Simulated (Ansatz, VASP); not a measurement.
# Cross-check of InSe between VASP and Ansatz, part 2 of 2

Aim: how closely do two programs agree when they are given the same cell, functional and k mesh? The cell is taken from a series of runs on this material, whose earlier steps may have relaxed, scaled, displaced or heated it; both programs get it as it stands.

VASP 6.6.1 and Ansatz 0.2.0.

So far: Starting point; Ansatz: relaxation of cell and atoms, PBEsol with D3(BJ).

## Step 3: VASP: relaxation of cell and atoms, PBEsol with D3(BJ)

Level of this step: PBEsol with D3(BJ); plane waves and PAW (In_d, Se) (VASP).

The same cell, functional and mesh now go to VASP, with its own data sets.

Lines of VASP's logs that name or quote its potential files are left out, and so is its time.

Contents of INCAR:

```
SYSTEM = InSe
PREC = Accurate
ENCUT = 500
EDIFF = 1E-07
NELM = 120
ISMEAR = 0
SIGMA = 0.01
LREAL = .FALSE.
ALGO = Normal
GGA = PS
IVDW = 12
NBANDS = 25
LORBIT = 11
LWAVE = .FALSE.
LCHARG = .FALSE.
ISIF = 3
IBRION = 2
NSW = 80
EDIFFG = -0.005
LASPH = .TRUE.
GGA_COMPAT = .FALSE.
NELMIN = 4
EFERMI = MIDGAP
KPAR = 2
```

Contents of POSCAR:

```
InSe
1.0
    1.9805290000      1.1434590000      8.0606470000
   -1.9805290000      1.1434590000      8.0606470000
    0.0000000000     -2.2869180000      8.0606470000
In Se
2 2
Direct
    0.9988543517      0.9988543517      0.9988543517
    0.1125325300      0.1125325300      0.1125325300
    0.6122001952      0.6122001952      0.6122001952
    0.8324128324      0.8324128324      0.8324128324
```

Contents of KPOINTS:

```
Automatic mesh
0
Gamma
9 9 9
0 0 0
```

Potentials, in the order of the species: In_d and Se (PBE family, release 64).

Command:

```console
mpirun -np 2 vasp_std
```

Numbers of over 12 decimals in the logs are rounded to 6 here.

The program printed:

```text
[banner, memory and clock lines left out]
running    2 mpi-ranks, on    1 nodes
 distrk:  each k-point on    1 cores,    2 groups
 distr:  one band on    1 cores,    1 groups

 POSCAR found type information on POSCAR InSe
 POSCAR found :  2 types and       4 ions
|                                                                             |
|               ----> ADVICE to this user running VASP <----                  |
|                                                                             |
|     You enforced a specific xc type in the INCAR file but a different       |
|     [... a line on the potential file left out ...]
|     I HOPE YOU KNOW WHAT YOU ARE DOING!                                     |
|                                                                             |

 LDA part: xc-table for (Slater+PW92), standard interpolation
 POSCAR, INCAR and KPOINTS ok, starting setup
 FFT: planning ... GRIDC
 FFT: planning ... GRID_SOFT
 FFT: planning ... GRID
 WAVECAR not read
 entering main loop
       N       E                     dE             d eps       ncg     rms          rms(c)
DAV:   1     0.328443148770E+03    0.32844E+03   -0.17165E+04  4250   0.166E+03
DAV:   2     0.212923273080E+02   -0.30715E+03   -0.30082E+03  4318   0.399E+02
DAV:   3    -0.145440014888E+02   -0.35836E+02   -0.35082E+02  5579   0.148E+02
DAV:   4    -0.159510214150E+02   -0.14070E+01   -0.14042E+01  4791   0.311E+01
DAV:   5    -0.160141418178E+02   -0.63120E-01   -0.63111E-01  6968   0.623E+00    0.681E+00
DAV:   6    -0.155945048844E+02    0.41964E+00   -0.92386E-01  5801   0.168E+01    0.413E+00
DAV:   7    -0.155614413705E+02    0.33064E-01   -0.33982E-01  6087   0.479E+00    0.112E+00
DAV:   8    -0.155580391282E+02    0.34022E-02   -0.30323E-02  6437   0.201E+00    0.593E-01
DAV:   9    -0.155580019763E+02    0.37152E-04   -0.47103E-03  5032   0.467E-01    0.142E-01
DAV:  10    -0.155580010228E+02    0.95342E-06   -0.31172E-04  6592   0.148E-01    0.696E-02
DAV:  11    -0.155580462643E+02   -0.45241E-04   -0.10787E-04  5166   0.102E-01    0.184E-02
DAV:  12    -0.155580425190E+02    0.37453E-05   -0.13390E-05  6732   0.478E-02    0.121E-02
DAV:  13    -0.155580437691E+02   -0.12501E-05   -0.27361E-06  5441   0.102E-02    0.693E-03
DAV:  14    -0.155580440725E+02   -0.30333E-06   -0.83414E-07  4025   0.113E-02    0.168E-03
DAV:  15    -0.155580440778E+02   -0.53642E-08   -0.60475E-08  3437   0.278E-03
   1 F= -.16795469E+02 E0= -.16795469E+02  d E =-.167955E+02
 curvature:   0.00 expect dE= 0.000E+00 dE for cont linesearch  0.000E+00
 trial: gam= 0.00000 g(F)=  0.806E-04 g(S)=  0.111E-03 ort = 0.000E+00 (trialstep = 0.100E+01)
 search vector abs. value=  0.191E-03
 bond charge predicted
       N       E                     dE             d eps       ncg     rms          rms(c)
DAV:   1    -0.155617430834E+02   -0.36990E-02   -0.46280E-02  5430   0.320E+00    0.242E-01
DAV:   2    -0.155607455808E+02    0.99750E-03   -0.41222E-03  5713   0.987E-01    0.826E-02
DAV:   3    -0.155605752666E+02    0.17031E-03   -0.69692E-04  5684   0.414E-01    0.334E-02
DAV:   4    -0.155605690432E+02    0.62233E-05   -0.67317E-05  5097   0.545E-02    0.207E-02
DAV:   5    -0.155605650697E+02    0.39735E-05   -0.53364E-06  6006   0.387E-02    0.127E-02
DAV:   6    -0.155605632019E+02    0.18679E-05   -0.14969E-06  5716   0.105E-02    0.360E-03
DAV:   7    -0.155605631891E+02    0.12773E-07   -0.16763E-07  3916   0.346E-03
   2 F= -.16795493E+02 E0= -.16795493E+02  d E =-.244556E-04
 trial-energy change:   -0.000024  1 .order   -0.000032   -0.000191    0.000127
 step:   0.5655(harm=  0.6010)  dis= 0.00057  next Energy=   -16.795522 (dE=-0.527E-04)
 bond charge predicted
       N       E                     dE             d eps       ncg     rms          rms(c)
DAV:   1    -0.155597296221E+02    0.83358E-03   -0.87113E-03  5438   0.138E+00    0.106E-01
DAV:   2    -0.155595375392E+02    0.19208E-03   -0.78225E-04  5691   0.432E-01    0.360E-02
DAV:   3    -0.155595070858E+02    0.30453E-04   -0.13104E-04  5872   0.179E-01    0.150E-02
DAV:   4    -0.155595079838E+02   -0.89794E-06   -0.12300E-05  5071   0.228E-02    0.904E-03
DAV:   5    -0.155595083587E+02   -0.37493E-06   -0.10186E-06  5809   0.175E-02    0.532E-03
DAV:   6    -0.155595089571E+02   -0.59837E-06   -0.22456E-07  3545   0.434E-03    0.151E-03
DAV:   7    -0.155595089913E+02   -0.34189E-07   -0.54806E-08  2254   0.271E-03
   3 F= -.16795523E+02 E0= -.16795523E+02  d E =-.536432E-04
 curvature:  -0.30 expect dE=-0.986E-06 dE for cont linesearch -0.384E-07
 trial: gam=-0.00865 g(F)=  0.241E-05 g(S)=  0.898E-06 ort = 0.496E-05 (trialstep = 0.913E+00)
 search vector abs. value=  0.324E-05
 reached required accuracy - stopping structural energy minimisation
```

Parts of OUTCAR (step 3):

```text
ion  position               nearest neighbor table
   1  0.999  0.999  0.999-   3 2.63   3 2.63   3 2.63   2 2.75
   2  0.113  0.113  0.113-   4 2.62   4 2.62   4 2.62   1 2.75
   3  0.612  0.612  0.612-   1 2.63   1 2.63   1 2.63
   4  0.832  0.832  0.832-   2 2.62   2 2.62   2 2.62

  LATTYP: Found a trigonal (rhomboedric) cell.
 ALAT       =     8.3787841399
 COS(alpha) =     0.8882544003

 Subroutine GETGRP returns: Found  6 space group operations
 (whereof  6 operations were pure point group operations)

The static configuration has the point symmetry C_3v.

 Found     85 irreducible k-points:

   k-points           NKPTS =     85   k-points in BZ     NKDIM =     85   number of bands    NBANDS=     25

   dimension x,y,z NGX =    64 NGY =   64 NGZ =   64
   dimension x,y,z NGXF=   128 NGYF=  128 NGZF=  128

   ENCUT  =  500.0 eV  36.75 Ry    6.06 a.u.  15.28 15.28 15.28*2*pi/ulx,y,z

   NELECT =      38.0000    total number of electrons

 k-points in reciprocal lattice and weights: Automatic mesh
   0.00000000  0.00000000  0.00000000       0.001
   0.11111111  0.00000000  0.00000000       0.008
   0.22222222  0.00000000  0.00000000       0.008
   0.33333333  0.00000000 -0.00000000       0.008
   0.44444444  0.00000000  0.00000000       0.008
   0.11111111  0.11111111  0.00000000       0.008
   0.22222222  0.11111111  0.00000000       0.016
   0.33333333  0.11111111  0.00000000       0.016
   0.44444444  0.11111111 -0.00000000       0.016
[...]
0.44444444  0.44444444  0.44444444       0.003
  -0.44444444  0.44444444  0.44444444       0.008

 Edisp (eV)   -1.23493

 average (electrostatic) potential at core
       1 -96.4232       2 -96.4203       3 -53.4696       4 -53.4707

 E-fermi :   4.8905

 k-point     1 :       0.0000    0.0000    0.0000
  band No.  band energies     occupation
    ...
     15       2.8300      2.00000
     16       3.2185      2.00000
     17       3.2185      2.00000
     18       3.4575      2.00000
     19       3.4575      2.00000
     20       6.6094      0.00000
     21       6.7520      0.00000
     22       8.9805      0.00000
     23       8.9805      0.00000
     24       9.5628      0.00000
    ...

 k-point     2 :       0.1111    0.0000    0.0000
  band No.  band energies     occupation
    ...
     15       2.3152      2.00000
     16       2.9869      2.00000
     17       3.0420      2.00000
     18       3.3298      2.00000
     19       3.4160      2.00000
     20       6.8116      0.00000
     21       7.3499      0.00000
     22       8.3376      0.00000
     23       9.0947      0.00000
     24       9.4117      0.00000
    ...

 k-point     3 :       0.2222    0.0000    0.0000
  band No.  band energies     occupation
    ...
     15       1.1552      2.00000
     16       2.6730      2.00000
     17       2.7214      2.00000
     18       3.0055      2.00000
     19       3.5411      2.00000
     20       6.7336      0.00000
     21       6.9080      0.00000
     22       8.6344      0.00000
     23       8.8138      0.00000
     24       9.3014      0.00000
    ...

 Edisp (eV)   -1.23601

  Total      -0.00610    -0.00610     0.00012     0.00000     0.00000     0.00000
  in kB      -0.08916    -0.08916     0.00179     0.00000     0.00000     0.00000
  external pressure =       -0.06 kB  Pullay stress =        0.00 kB

  energy-cutoff  :      500.00
  volume of cell :      109.65
      direct lattice vectors                 reciprocal lattice vectors
     1.981336058  1.143924955  8.063121913     0.252354969  0.145697203  0.041340480
    -1.981336058  1.143924955  8.063121913    -0.252354969  0.145697203  0.041340480
     0.000000000 -2.287849910  8.063121913     0.000000000 -0.291394406  0.041340480

 POSITION                                       TOTAL-FORCE (eV/Angst)
 -----------------------------------------------------------------------------------
      0.00000      0.00000     24.16223         0.000000      0.000000      0.002962
      0.00000      0.00000      2.72152         0.000000     -0.000000     -0.002865
      0.00000      0.00000     14.80819         0.000000      0.000000     -0.004107
      0.00000      0.00000     20.13608         0.000000     -0.000000      0.004010
 -----------------------------------------------------------------------------------
    total drift:                               -0.000000     -0.000002     -0.000289

  FREE ENERGIE OF THE ION-ELECTRON SYSTEM (eV)
  ---------------------------------------------------
  free  energy   TOTEN  =       -16.7955225827 eV

  energy  without entropy=      -16.7955225827  energy(sigma->0) =      -16.79552258

 reached required accuracy - stopping structural energy minimisation

 total charge
# of ion       s       p       d       tot
------------------------------------------
    1        0.861   0.696   9.888  11.444
    2        0.860   0.699   9.887  11.447
    3        1.478   2.329   0.026   3.833
    4        1.477   2.330   0.027   3.834
--------------------------------------------------
tot          4.676   6.054  19.828  30.558

[... 3 further parts left out ...]
```

CONTCAR:

```
InSe
   1.00000000000000
     1.9813360579103441    1.1439249551613389    8.0631219125829645
    -1.9813360579103441    1.1439249551613389    8.0631219125829645
     0.0000000000000000   -2.2878499103226777    8.0631219125829645
  In              Se
     2     2
Direct
     0.9988780217619609    0.9988780217619609    0.9988780217619609
     0.1125089752517644    0.1125089752517644    0.1125089752517644
     0.6121776380162388    0.6121776380162388    0.6121776380162388
     0.8324352742700419    0.8324352742700419    0.8324352742700419
```

The run keeps the 6 symmetry operations of its start, so it cannot find a distortion of lower symmetry.

## Step 4: Differences

Known differences besides the potentials themselves: fixed occupations in Ansatz, narrow Gaussian smearing in VASP; the data sets hold 58 valence electrons in Ansatz (on its default PAW (the set named soft_2) files) and 38 in VASP; the cutoff is 420 eV in Ansatz and 500 eV in VASP; Ansatz makes its cores anew for this functional, VASP keeps those of its PBE data sets; Ansatz adds a Pulay correction to the stress that steers its cell, VASP none. Total energies have different zeros and are not compared.

Both answers:

| quantity | Ansatz | VASP | difference |
| --- | --- | --- | --- |
| volume (Å³) | 109.53 | 109.65 | -0.11 % |
| edge a after relaxation, in the typed setting (Å) | 8.379 | 8.381 | -0.03 % |

## Step 5: Summary of results

```yaml
difference_in_volume_relaxation_of_cell_and_atoms_pbesol_with_d3_bj: -0.11 %
```

What this shows: The difference in volume is -0.11 % (relaxation of cell and atoms, PBEsol with D3(BJ)), within the 1.2 % picked in this series as the mark of a large difference, as far as the stopping tolerances let one tell. The data sets hold unlike numbers of valence electrons (58 in Ansatz and 38 in VASP), so part of the differences comes from the potentials. 1 further run of this series is not shown here. How closely two codes agree says nothing of how well the functional describes the real material.

[Lines on the potential files, build, host, timing and source positions are cut from VASP's logs without a mark.]

[Logs are printed without paths, hosts, clocks, repeated set-up lines and the standing remarks that a program may print on its own settings, such as how far it seeks lower states.]

[Hosts, paths, dates, database ids (printed as entryN), source tags and the programs' standing remarks are cut or masked in the printed files.]
